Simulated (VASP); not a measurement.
Computed with PBE GGA with spin-orbit coupling, VASP's PBE PAW potentials (set 64) (plane waves; VASP).

VASP input:

POSCAR:
```
Eu
1
   -2.2900000000     2.2900000000     2.2900000000
    2.2900000000    -2.2900000000     2.2900000000
    2.2900000000     2.2900000000    -2.2900000000
Eu
1
Direct
  0.0000000000   0.0000000000   0.0000000000
```

INCAR:
```
SIGMA  =  0.1
SYSTEM  =  Eu
GGA_COMPAT  =  .FALSE.
ISMEAR  =  1   # Methfessel-Paxton
LASPH  =  .TRUE.
LMAXMIX  =  6   # l cut-off of mixed one-centre charges
ISIF  =  2
LSORBIT  =  .TRUE.
MAGMOM  =  3*0
LREAL  =  .FALSE.   # projection in real space or not
LWAVE  =  .FALSE.
GGA  =  PE   # PBE
ENCUT  =  400   # plane-wave cut-off (eV)
EDIFF  =  1E-6   # SCF stop (eV)
NELM  =  100
PREC  =  Accurate
LCHARG  =  .FALSE.
ALGO  =  Normal   # blocked Davidson
```

### KPOINTS
```
Automatic mesh
0
Gamma
10 10 10
0 0 0
```

POTCAR, in this order: Eu_2 (PBE.64 set). Program: vasp_ncl.

The run wrote:

OSZICAR:
```
       N       E                     dE             d eps       ncg     rms          rms(c)
DAV:   1     0.224214745451E+02    0.22421E+02   -0.27365E+03  1632   0.682E+02
DAV:   2    -0.111998994871E+01   -0.23541E+02   -0.22755E+02  2256   0.270E+02
DAV:   3    -0.200389510342E+01   -0.88391E+00   -0.86561E+00  2488   0.359E+01
DAV:   4    -0.201616175057E+01   -0.12267E-01   -0.12217E-01  2296   0.468E+00
DAV:   5    -0.201645301211E+01   -0.29126E-03   -0.29069E-03  2456   0.649E-01    0.712E+00
DAV:   6    -0.202745441356E+01   -0.11001E-01   -0.12142E-03  2352   0.414E-01    0.425E+00
DAV:   7    -0.203281320190E+01   -0.53588E-02   -0.11356E-03  2448   0.384E-01    0.221E+00
DAV:   8    -0.203378585909E+01   -0.97266E-03   -0.47735E-04  2408   0.231E-01    0.437E-02
DAV:   9    -0.203380723478E+01   -0.21376E-04   -0.70761E-05  2416   0.799E-02    0.899E-03
DAV:  10    -0.203381015308E+01   -0.29183E-05   -0.51347E-06  2160   0.220E-02    0.437E-03
DAV:  11    -0.203380973835E+01    0.41473E-06   -0.90201E-07  1888   0.974E-03
   1 F= -.20338097E+01 E0= -.20337146E+01  d E =-.285304E-03  mag=     0.0000    -0.0000     0.0000
```

### OUTCAR
```
------------------------ aborting loop because EDIFF is reached ----------------------------------------
  FORCE on cell =-STRESS in cart. coord.  units (eV):
  Direction    XX          YY          ZZ          XY          YZ          ZX
  --------------------------------------------------------------------------------------
  Total       -0.2977009     -0.2977009     -0.2977009     -0.0000000      0.0000000     -0.0000000
  in kB       -9.9294303     -9.9294303     -9.9294303     -0.0000000      0.0000000     -0.0000000
  external PRESSURE =      -9.9294303 kB  Pullay stress =       0.0000000 kB
  volume of cell :       48.04
      direct lattice vectors                 reciprocal lattice vectors
    -2.290000000  2.290000000  2.290000000     0.000000000  0.218340611  0.218340611
     2.290000000 -2.290000000  2.290000000     0.218340611  0.000000000  0.218340611
     2.290000000  2.290000000 -2.290000000     0.218340611  0.218340611  0.000000000
 POSITION                                       TOTAL-FORCE (eV/Angst)
 -----------------------------------------------------------------------------------
      0.00000      0.00000      0.00000         0.000000      0.000000     -0.000000
 -----------------------------------------------------------------------------------
    total drift:                                0.000000      0.000000      0.000000
  FREE ENERGIE OF THE ION-ELECTRON SYSTEM (eV)
  ---------------------------------------------------
  free  energy   TOTEN  =        -2.0338097383 eV

  energy  without entropy=       -2.0335244343  energy(sigma->0) =       -2.03371464

 Ion:    1  E_soc:     -0.3666165
```
(Selected blocks of OUTCAR.)

The 4f electrons are frozen in the core of the lanthanide potential, so 4f levels, which can set the real gap, and their magnetism are missing.

The compound is Eu in the bcc structure. The cell was not relaxed at this level. The run is one of a series of settings (GGA_COMPAT = .FALSE., LSORBIT = .TRUE., MAGMOM = 0 0 0, program vasp_ncl against the base run), some of them coarse on purpose.
